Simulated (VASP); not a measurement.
# Si (Fd-3m) in VASP: a series of runs

Runs on Si. Level: PBEsol. Tasks: relaxation of cell and atoms, single point.

All numbers are computed with VASP 6.6.1; they aren't measurements. Logs are shortened: lines on timing, memory, paths and dates and some standing lists are left out, and cuts for length are marked.

**1. The structure**

It takes space group Fd-3m (No. 227, cubic). Conventional cell: a = 5.437 Å, b = 5.437 Å, c = 5.437 Å, α = 90.00°, β = 90.00°, γ = 90.00°. Si (site symmetry -43m) is surrounded by 4 Si at 2.35 Å.

**2. Relaxation of cell and atoms, PBEsol**

Input file INCAR:

```
PREC = Accurate
ENCUT = 600
EDIFF = 1E-7
ISMEAR = 0
SIGMA = 0.1
LREAL = False
LASPH = True
NELM = 60
ALGO = Fast
ISIF = 3
LWAVE = False
LCHARG = False
GGA = PS
IBRION = 2
NSW = 90
EDIFFG = -0.005
```

Input file KPOINTS:

```
regular mesh
0
Gamma
  6 6 6
```

Input file POSCAR:

```
Si
1.0
    0.0000000000      2.7185000000      2.7185000000
    2.7185000000      0.0000000000      2.7185000000
    2.7185000000      2.7185000000      0.0000000000
Si
2
Direct
    0.5000000000      0.5000000000      0.5000000000
    0.7500000000      0.7500000000      0.7500000000
```

Potentials or basis: VASP PAW PBE potentials, release 64 (Si).

Started as:

```sh
> cat potpaw_PBE.64/Si/POTCAR > POTCAR
> mpirun -np 1 vasp_std > vasp.out
```

OUTCAR:

```text
PREC = Accurate
   ENCUT = 600
   EDIFF = 1E-7
   ISMEAR = 0
   LREAL = False
   LASPH = True
   NELM = 60
   ISIF = 3
   GGA = PS
   IBRION = 2
   NSW = 90
   EDIFFG = -0.005

 ion  position               nearest neighbor table
   1  0.500  0.500  0.500-   2 2.35   2 2.35   2 2.35   2 2.35
   2  0.750  0.750  0.750-   1 2.35   1 2.35   1 2.35   1 2.35

  LATTYP: Found a face centered cubic cell.
 ALAT       =     5.4370000000

  Lattice vectors:

 A1 = (   0.0000000000,   2.7185000000,   2.7185000000)
 A2 = (   2.7185000000,   0.0000000000,   2.7185000000)
 A3 = (   2.7185000000,   2.7185000000,   0.0000000000)

Analysis of symmetry for initial positions (statically):
=====================================================================
 Subroutine PRICEL returns:
 Original cell was already a primitive cell.

 Routine SETGRP: Setting up the symmetry group for a
 face centered cubic supercell.

 Subroutine GETGRP returns: Found 48 space group operations
 (whereof 24 operations were pure point group operations)
 out of a pool of 48 trial point group operations.

The static configuration has the point symmetry T_d .
 The point group associated with its full space group is O_h .

Analysis of symmetry for dynamics (positions and initial velocities):
=====================================================================
 Subroutine PRICEL returns:
 Original cell was already a primitive cell.

 Routine SETGRP: Setting up the symmetry group for a
 face centered cubic supercell.

 Subroutine GETGRP returns: Found 48 space group operations
 (whereof 24 operations were pure point group operations)
 out of a pool of 48 trial point group operations.

The dynamic configuration has the point symmetry T_d .
 The point group associated with its full space group is O_h .

 Subroutine INISYM returns: Found 48 space group operations
 (whereof 24 operations are pure point group operations),
 and found     1 'primitive' translations

----------------------------------------------------------------------------------------

                                     Primitive cell

  volume of cell :      40.1807

  direct lattice vectors                    reciprocal lattice vectors
     0.000000000  2.718500000  2.718500000    -0.183924959  0.183924959  0.183924959
     2.718500000  0.000000000  2.718500000     0.183924959 -0.183924959  0.183924959
     2.718500000  2.718500000  0.000000000     0.183924959  0.183924959 -0.183924959

  length of vectors
     3.844539569  3.844539569  3.844539569     0.318567373  0.318567373  0.318567373

  position of ions in fractional coordinates (direct lattice)
     0.500000000  0.500000000  0.500000000
     0.750000000  0.750000000  0.750000000

  ion indices of the primitive-cell ions
   primitive index   ion index
                 1           1
                 2           2

----------------------------------------------------------------------------------------

 KPOINTS: regular mesh

Automatic generation of k-mesh.
 Grid dimensions read from file:
 generate k-points for:    6    6    6

 Generating k-lattice:

  Cartesian coordinates                     Fractional coordinates (reciprocal lattice)
    -0.030654160  0.030654160  0.030654160     0.166666667  0.000000000  0.000000000
     0.030654160 -0.030654160  0.030654160     0.000000000  0.166666667  0.000000000
     0.030654160  0.030654160 -0.030654160     0.000000000  0.000000000  0.166666667

  Length of vectors
     0.053094562  0.053094562  0.053094562

  Shift w.r.t. Gamma in fractional coordinates (k-lattice)
     0.000000000  0.000000000  0.000000000

 Subroutine IBZKPT returns following result:
 ===========================================

 Found     16 irreducible k-points:

 Following reciprocal coordinates:
            Coordinates               Weight
  0.000000  0.000000  0.000000      1.000000
  0.166667  0.000000  0.000000      8.000000
  0.333333  0.000000  0.000000      8.000000
  0.500000  0.000000  0.000000      4.000000
  0.166667  0.166667  0.000000      6.000000
  0.333333  0.166667  0.000000     24.000000
[... 8 lines left out ...]
 -0.333333  0.333333  0.166667     24.000000
 -0.333333  0.500000  0.166667     12.000000
   k-points           NKPTS =     16   k-points in BZ     NKDIM =     16   number of bands    NBANDS=      8
   number of dos      NEDOS =    301   number of ions     NIONS =      2
   total plane-waves  NPLWV =  32768
   dimension x,y,z NGX =    32 NGY =   32 NGZ =   32
   dimension x,y,z NGXF=    64 NGYF=   64 NGZF=   64
   ions per type =               2
   NGX,Y,Z   is equivalent  to a cutoff of  13.84, 13.84, 13.84 a.u.
   NGXF,Y,Z  is equivalent  to a cutoff of  27.67, 27.67, 27.67 a.u.
 SYSTEM =  unknown system
   PREC   = accura    normal or accurate (medium, high low for compatibility)
   ISTART =      0    job   : 0-new  1-cont  2-samecut
   ICHARG =      2    charge: 1-file 2-atom 10-const
   ISPIN  =      1    spin polarized calculation?
   LNONCOLLINEAR =      F non collinear calculations
   LSORBIT =      F    spin-orbit coupling
   LASPH  =      T    aspherical Exc in radial PAW
   ENCUT  =  600.0 eV  44.10 Ry    6.64 a.u.   7.68  7.68  7.68*2*pi/ulx,y,z
   NELM   =     60;   NELMIN=  2; NELMDL= -5     # of ELM steps
   EDIFF  = 0.1E-06   stopping-criterion for ELM
   LREAL  =      F    real-space projection
   EDIFFG = -.5E-02   stopping-criterion for IOM
   NSW    =     90    number of steps for IOM
   IBRION =      2    ionic relax: 0-MD 1-quasi-New 2-CG
   NFREE  =      1    steps in history (QN), initial steepest desc. (CG)
   ISIF   =      3    stress and relaxation
   ISYM   =      2    0-nonsym 1-usesym 2-fastsym
   POTIM  = 0.5000    time-step for ionic-motion
   TEBEG  =    0.0;   TEEND  =   0.0 temperature during run
   PSTRESS=    0.0 pullay stress
   NELECT =       8.0000    total number of electrons
   NUPDOWN=      -1.0000    fix difference up-down
   EMIN   =  10.00;   EMAX   =-10.00  energy-range for DOS
   EFERMI =   0.00;   METHOD = LEGACY
   ISMEAR =     0;   SIGMA  =   0.10  broadening in eV -4-tet -1-fermi 0-gaus
   EFERMI_NEDOS =   21; number of points for ismear=-14 and -15
   IALGO  =     68    algorithm
   IMIX   =      4    mixing-type and parameters
     AMIX     =   0.40;   BMIX     =  1.00
     AMIX_MAG =   1.60;   BMIX_MAG =  1.00
  volume/ion in A,a.u.               =      20.09       135.58
  Fermi-wavevector in a.u.,A,eV,Ry     =   0.955943  1.806471 12.433381  0.913828
  Thomas-Fermi vector in A             =   2.084827
   LORBIT       =      0    0 simple, 1 ext, 2 COOP (PROOUT), +10 PAW based schemes
   GGA     = PS    functional components
   LHFCALC =     F    Hartree Fock is set to
   AEXX    =    0.0000 exact exchange contribution
   IVDW    =     0    specifies the selected vdW correction
   LEPSILON=     F    determine dielectric tensor
   LRPA    =     F    only Hartree local field effects (RPA)
 conjugate gradient relaxation of ions
 non-spin polarized calculation
 RMM-DIIS sequential band-by-band and
 Gauss-broadening in eV      SIGMA  =   0.10
  energy-cutoff  :      600.00
  volume of cell :       40.18
 maximum number of plane-waves:      1363
   NGX = 15   NGY = 15   NGZ = 15

 number of electron       7.9999999 magnetization

 Free energy of the ion-electron system (eV)
  ---------------------------------------------------
  ext. energy  EPLUGINS =         0.00000000
  ---------------------------------------------------
  free energy    TOTEN  =       -11.46756550 eV

  energy without entropy =      -11.46756512  energy(sigma->0) =      -11.46756531

 E-fermi :   6.0523     XC(G=0):  -9.5364

 val. band max:        5.7632557924   @ k =   0.0000   0.0000   0.0000
 cond. band min:       6.3546688500   @ k =   0.5000   0.5000   0.0000
 fundamental gap:      0.5914130576
 Fermi energy:         6.0522854393

 k-point     1 :       0.0000    0.0000    0.0000
  band No.  band energies     occupation
      1      -6.2052      2.00000
      2       5.7633      1.99996
      3       5.7633      1.99996
      4       5.7633      1.99996
      5       8.2753      0.00000
      6       8.2753      0.00000
      7       8.2753      0.00000
      8       9.0478      0.00000

 k-point     2 :       0.1667    0.0000    0.0000
  band No.  band energies     occupation
      1      -5.8435      2.00000
      2       3.3657      2.00000
      3       5.3091      2.00000
      4       5.3091      2.00000
      5       8.0397      0.00000
      6       8.9251      0.00000
      7       8.9251      0.00000
      8      11.1379      0.00000

 k-point     3 :       0.3333    0.0000    0.0000
  band No.  band energies     occupation
      1      -4.8255      2.00000
      2       0.4057      2.00000
      3       4.7592      2.00000
      4       4.7592      2.00000
      5       7.4413      0.00000
      6       9.2077      0.00000
      7       9.2077      0.00000
      8      13.4714      0.00000

 k-point     4 :       0.5000    0.0000    0.0000
  band No.  band energies     occupation
      1      -3.8634      2.00000
      2      -1.2379      2.00000
      3       4.5619      2.00000
      4       4.5619      2.00000
      5       7.2145      0.00000
      6       9.0332      0.00000
      7       9.0332      0.00000
      8      13.2674      0.00000

 k-point     5 :       0.1667    0.1667    0.0000
  band No.  band energies     occupation
      1      -5.7206      2.00000
      2       3.7193      2.00000
      3       4.5588      2.00000
      4       4.5588      2.00000
      5       7.3848      0.00000
      6       9.9726      0.00000
      7      10.0650      0.00000
      8      10.0650      0.00000
[... 89 lines left out ...]
 k-point    14 :       0.5000    0.3333    0.1667
  band No.  band energies     occupation
      1      -3.9116      2.00000
      2       0.1162      2.00000
      3       2.1548      2.00000
      4       3.4452      2.00000
      5       8.5338      0.00000
      6       9.3701      0.00000
      7       9.9297      0.00000
      8      12.7691      0.00000

 k-point    15 :      -0.3333    0.3333    0.1667
  band No.  band energies     occupation
      1      -2.9209      2.00000
      2      -1.0886      2.00000
      3       1.7125      2.00000
      4       2.9723      2.00000
      5       9.0202      0.00000
      6       9.2432      0.00000
      7      11.7722      0.00000
      8      12.2038      0.00000

 k-point    16 :      -0.3333    0.5000    0.1667
  band No.  band energies     occupation
      1      -1.9329      2.00000
      2      -1.9329      2.00000
      3       2.0792      2.00000
      4       2.0792      2.00000
      5       8.4160      0.00000
      6       8.4160      0.00000
      7      12.4484      0.00000
      8      12.4484      0.00000

------------------------ aborting loop because EDIFF is reached ----------------------------------------

  FORCE on cell =-STRESS in cart. coord.  units (eV):
  Direction    XX          YY          ZZ          XY          YZ          ZX
  --------------------------------------------------------------------------------------
  -------------------------------------------------------------------------------------
  Total        0.0053330      0.0053330      0.0053330     -0.0000000      0.0000000      0.0000000
  in kB        0.2126510      0.2126510      0.2126510     -0.0000000      0.0000000      0.0000000
  external PRESSURE =       0.2126510 kB  Pullay stress =       0.0000000 kB

 VOLUME and BASIS-vectors are now :
 -----------------------------------------------------------------------------
  energy-cutoff  :      600.00
  volume of cell :       40.18
      direct lattice vectors                 reciprocal lattice vectors
     0.000000000  2.718500000  2.718500000    -0.183924959  0.183924959  0.183924959
     2.718500000  0.000000000  2.718500000     0.183924959 -0.183924959  0.183924959
     2.718500000  2.718500000  0.000000000     0.183924959  0.183924959 -0.183924959

 POSITION                                       TOTAL-FORCE (eV/Angst)
 -----------------------------------------------------------------------------------
      2.71850      2.71850      2.71850        -0.000000     -0.000000      0.000000
      4.07775      4.07775      4.07775         0.000000      0.000000     -0.000000
 -----------------------------------------------------------------------------------
    total drift:                               -0.000000     -0.000000     -0.000000

  FREE ENERGIE OF THE ION-ELECTRON SYSTEM (eV)
  ---------------------------------------------------
  free  energy   TOTEN  =       -11.4675655007 eV

  energy  without entropy=      -11.4675651217  energy(sigma->0) =      -11.46756531

 reached required accuracy - stopping structural energy minimisation
```

Wall time 7.9 s (1 thread of Intel Xeon 6975P-C (Granite Rapids), shared host); peak memory 0.15 GiB.

What came out:

- Free energy: -11.4676 eV
- Pressure after relaxing: 0.0 GPa
- Band gap on the k mesh: 0.59 eV, indirect (least direct gap 2.51 eV)

Final structure:
```xyz
2
Lattice="0.0000 2.7185 2.7185 2.7185 0.0000 2.7185 2.7185 2.7185 0.0000" Properties=species:S:1:pos:R:3 pbc="T T T"
Si    2.7185    2.7185    2.7185
Si    4.0777    4.0777    4.0777
```

Caveat: the relaxation stopped at its first step, so nothing moved; the PAW data sets were made with another functional, which shifts forces and pressure a little.

**3. Single point, PBEsol**

Input file INCAR:

```
PREC = Accurate
ENCUT = 520
EDIFF = 1E-6
ISMEAR = 0
SIGMA = 0.1
LREAL = F
LASPH = T
NELM = 60
ALGO = Fast
ISIF = 2
LWAVE = F
LCHARG = F
GGA = PS
NBANDS = 11
```

Input file KPOINTS:

```
Automatic mesh
0
Gamma
  14 14 14
```

POSCAR is that of step 2.

Potentials or basis: VASP PAW PBE potentials, release 64 (Si).

Started as:

```sh
> cat potpaw_PBE.64/Si/POTCAR > POTCAR
> mpirun -np 1 vasp_std > vasp.out
```

Wall time 40 s (1 thread of Intel Xeon 6975P-C (Granite Rapids), shared host); peak memory 0.17 GiB.

It converged, with:

```yaml
Free_energy: -11.4934 eV
Pressure: -0.1 GPa
Band_gap_on_the_k_mesh: 0.46 eV, indirect (least direct gap 2.52 eV)
```

Levels at points of the mesh, in eV from the valence-band top:
| k point | band 1 | band 2 | band 3 | band 4 | band 5 | band 6 | band 7 | band 8 |
| --- | --- | --- | --- | --- | --- | --- | --- | --- |
| (0.00, 0.00, 0.00) | -11.97 | 0.00 | 0.00 | 0.00 | 2.52 | 2.52 | 2.52 | 3.28 |
| (0.50, 0.00, 0.00) | -9.63 | -7.00 | -1.20 | -1.20 | 1.45 | 3.27 | 3.27 | 7.51 |
| (0.50, 0.50, 0.00) | -7.82 | -7.82 | -2.87 | -2.87 | 0.60 | 0.60 | 10.03 | 10.03 |

Caveat: the PAW data sets were made with another functional, which shifts forces and pressure a little. A k mesh can miss the band edges.
